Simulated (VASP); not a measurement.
Level of theory: PBE GGA, VASP's PBE PAW potentials (set 64) (plane waves; VASP).

The input files of a VASP run:

**INCAR**
```
SYSTEM=SrCl2
PREC=Accurate; ENCUT=500; LREAL=F
LASPH=T
EDIFF=1E-6; NELM=100; ALGO=Normal
LMAXMIX=4
ISMEAR=0; SIGMA=0.05
GGA=PE
IBRION=2; NSW=40; ISIF=3
EDIFFG=-0.02
LWAVE=F; LCHARG=F
```

**KPOINTS**
```
Automatic mesh
0
Gamma
6 6 6
0 0 0
```

### POSCAR
```
SrCl2
1
    0.0000000000     3.5195765713     3.5195765713
    3.5195765713     0.0000000000     3.5195765713
    3.5195765713     3.5195765713     0.0000000000
Sr Cl
1 2
Direct
  0.0000000000   0.0000000000   0.0000000000
  0.2500000000   0.2500000000   0.2500000000
  0.7500000000   0.7500000000   0.7500000000
```

POTCAR, in this order: Sr_sv Cl (PBE.64 set). Program: vasp_std.

What VASP printed:

**OUTCAR**
```
 ion  position               nearest neighbor table
   1  0.000  0.000  0.000-   3 3.05   3 3.05   3 3.05   2 3.05   3 3.05   2 3.05   2 3.05   2 3.05
  LATTYP: Found a face centered cubic cell.
 ALAT       =     7.0391531426
 Subroutine PRICEL returns:
 Original cell was already a primitive cell.
 Subroutine GETGRP returns: Found 48 space group operations
The static configuration has the point symmetry O_h .
The dynamic configuration has the point symmetry O_h .
 Subroutine INISYM returns: Found 48 space group operations
 Subroutine IBZKPT returns following result:
 Found     16 irreducible k-points:

 Following reciprocal coordinates:
            Coordinates               Weight
  0.000000  0.000000  0.000000      1.000000
  0.166667  0.000000  0.000000      8.000000
  0.333333  0.000000  0.000000      8.000000
  0.500000  0.000000  0.000000      4.000000
  0.166667  0.166667  0.000000      6.000000
  0.333333  0.166667  0.000000     24.000000
  0.500000  0.166667  0.000000     24.000000
 -0.333333  0.166667  0.000000     24.000000
 -0.166667  0.166667  0.000000     12.000000
  0.333333  0.333333  0.000000      6.000000
  0.500000  0.333333  0.000000     24.000000
 -0.333333  0.333333  0.000000     12.000000
  0.500000  0.500000  0.000000      3.000000
  0.500000  0.333333  0.166667     24.000000
 -0.333333  0.333333  0.166667     24.000000
 -0.333333  0.500000  0.166667     12.000000
   k-points           NKPTS =     16   k-points in BZ     NKDIM =     16   number of bands    NBANDS=     16
   number of dos      NEDOS =    301   number of ions     NIONS =      3
   total plane-waves  NPLWV =  46656
   dimension x,y,z NGX =    36 NGY =   36 NGZ =   36
   dimension x,y,z NGXF=    72 NGYF=   72 NGZF=   72
   ions per type =               1   2
   PREC   = accura    normal or accurate (medium, high low for compatibility)
   ISTART =      0    job   : 0-new  1-cont  2-samecut
   ICHARG =      2    charge: 1-file 2-atom 10-const
   ISPIN  =      1    spin polarized calculation?
   LNONCOLLINEAR =      F non collinear calculations
   LSORBIT =      F    spin-orbit coupling
   INIWAV =      1    electr: 0-lowe 1-rand  2-diag
   ENCUT  =  500.0 eV  36.75 Ry    6.06 a.u.   9.08  9.08  9.08*2*pi/ulx,y,z
   NELM   =    100;   NELMIN=  2; NELMDL= -5     # of ELM steps
   EDIFF  = 0.1E-05   stopping-criterion for ELM
   LREAL  =      F    real-space projection
   NLSPLINE    = F    spline interpolate recip. space projectors
   LMAXMIX     =    4 max onsite mixed and CHGCAR
   VOSKOWN=      0    Vosko Wilk Nusair interpolation
   EDIFFG = -.2E-01   stopping-criterion for IOM
   NSW    =     40    number of steps for IOM
   NBLOCK =      1;   KBLOCK =     40    inner block; outer block
   IBRION =      2    ionic relax: 0-MD 1-quasi-New 2-CG
   NFREE  =      1    steps in history (QN), initial steepest desc. (CG)
   ISIF   =      3    stress and relaxation
   ISYM   =      2    0-nonsym 1-usesym 2-fastsym
   TEIN   =    0.0    initial temperature
   TEBEG  =    0.0;   TEEND  =   0.0 temperature during run
   SMASS  =  -3.00    Nose mass-parameter (am)
   PSTRESS=    0.0 pullay stress
   NELECT =      24.0000    total number of electrons
   EFERMI =   0.00;   METHOD = LEGACY
   ISMEAR =     0;   SIGMA  =   0.05  broadening in eV -4-tet -1-fermi 0-gaus
   IALGO  =     38    algorithm
   LDIAG  =      T    sub-space diagonalisation (order eigenvalues)
   IMIX   =      4    mixing-type and parameters
     AMIX     =   0.40;   BMIX     =  1.00
     AMIX_MAG =   1.60;   BMIX_MAG =  1.00
     AMIN     =   0.10
   GGA     = PE    functional components
   VOSKOWN =     0    Vosko Wilk Nusair interpolation
   LHFCALC =     F    Hartree Fock is set to
   LHFONE  =     F    Hartree Fock one center treatment
...
```

### OSZICAR
```
       N       E                     dE             d eps       ncg     rms          rms(c)
DAV:   1     0.144713162059E+03    0.14471E+03   -0.11472E+04   512   0.131E+03
DAV:   2    -0.400690193440E+01   -0.14872E+03   -0.14449E+03   688   0.244E+02
DAV:   3    -0.127688194647E+02   -0.87619E+01   -0.87553E+01   688   0.637E+01
DAV:   4    -0.130765075295E+02   -0.30769E+00   -0.30761E+00   920   0.954E+00
DAV:   5    -0.130780344663E+02   -0.15269E-02   -0.15269E-02   736   0.651E-01    0.123E+01
DAV:   6    -0.127723287058E+02    0.30571E+00   -0.82147E-01   704   0.518E+00    0.806E+00
DAV:   7    -0.127820888502E+02   -0.97601E-02   -0.45209E-01   800   0.421E+00    0.211E+00
DAV:   8    -0.127881030230E+02   -0.60142E-02   -0.61795E-02   656   0.150E+00    0.319E-01
DAV:   9    -0.127895764760E+02   -0.14735E-02   -0.25684E-03   720   0.308E-01    0.119E-01
DAV:  10    -0.127909436807E+02   -0.13672E-02   -0.11611E-03   616   0.228E-01    0.304E-02
DAV:  11    -0.127910203419E+02   -0.76661E-04   -0.98640E-05   808   0.573E-02    0.364E-02
DAV:  12    -0.127910307942E+02   -0.10452E-04   -0.13640E-05   624   0.215E-02    0.123E-02
DAV:  13    -0.127910340303E+02   -0.32361E-05   -0.81865E-06   672   0.158E-02    0.358E-03
DAV:  14    -0.127910339556E+02    0.74682E-07   -0.25752E-07   560   0.373E-03
   1 F= -.12791034E+02 E0= -.12791034E+02  d E =-.127910E+02
```

File OUTCAR:
```
------------------------ aborting loop because EDIFF is reached ----------------------------------------
  FORCE on cell =-STRESS in cart. coord.  units (eV):
  Direction    XX          YY          ZZ          XY          YZ          ZX
  --------------------------------------------------------------------------------------
  Total        0.0452417      0.0452417      0.0452417      0.0000000     -0.0000000     -0.0000000
  in kB        0.8312822      0.8312822      0.8312822      0.0000000     -0.0000000     -0.0000000
  external PRESSURE =       0.8312822 kB  Pullay stress =       0.0000000 kB
  volume of cell :       87.20
      direct lattice vectors                 reciprocal lattice vectors
     0.000000000  3.519576571  3.519576571    -0.142062544  0.142062544  0.142062544
     3.519576571  0.000000000  3.519576571     0.142062544 -0.142062544  0.142062544
     3.519576571  3.519576571  0.000000000     0.142062544  0.142062544 -0.142062544
 POSITION                                       TOTAL-FORCE (eV/Angst)
 -----------------------------------------------------------------------------------
      0.00000      0.00000      0.00000         0.000000      0.000000     -0.000000
      1.75979      1.75979      1.75979         0.000000     -0.000000     -0.000000
      5.27936      5.27936      5.27936        -0.000000      0.000000      0.000000
 -----------------------------------------------------------------------------------
    total drift:                                0.000000      0.000000      0.000000
  FREE ENERGIE OF THE ION-ELECTRON SYSTEM (eV)
  ---------------------------------------------------
  free  energy   TOTEN  =       -12.7910339556 eV

  energy  without entropy=      -12.7910339556  energy(sigma->0) =      -12.79103396

 reached required accuracy - stopping structural energy minimisation
```
(Selected blocks of OUTCAR.)

The compound is SrCl2 in the fluorite structure. It was relaxed first.
